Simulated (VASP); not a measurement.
Data:

```xyz
2
Lattice="4.0231 0.0000 0.0000 -2.0116 3.4841 0.0000 0.0000 0.0000 14.8905" Properties=species:S:1:pos:R:3 pbc="T T T"
Be     2.0116     1.1614     7.4453
Te     0.0000     2.3228     7.4453
```

Computed with r2SCAN meta-GGA, VASP's PBE PAW potentials (set 64) (plane waves; VASP 6.6.1). Numerical set-up: 400 eV cut-off, 9×9×1 Γ-centred mesh, tetrahedra with Blöchl corrections, potentials Be Te.

The cell holds a wide vacuum, so values per volume refer to the whole cell. Unless said otherwise, spin-orbit coupling is left out, though it shifts the bands of the heavy elements here.

Question: What does the run give for the energy per atom (σ→0), band gap (over mesh and band path) with the smallest direct gap where there is one?

Answer: 
| Item | Result |
|---|---|
| band gap (over mesh and band path) | 3.58 eV |
| smallest direct gap (over mesh and band path) | 3.58 eV |
| energy per atom (σ→0) | -15.076 eV/atom |

Total energies compare only between runs with the same potentials, cut-off and functional.

The cell is a sheet with vacuum, built from a generated structure.
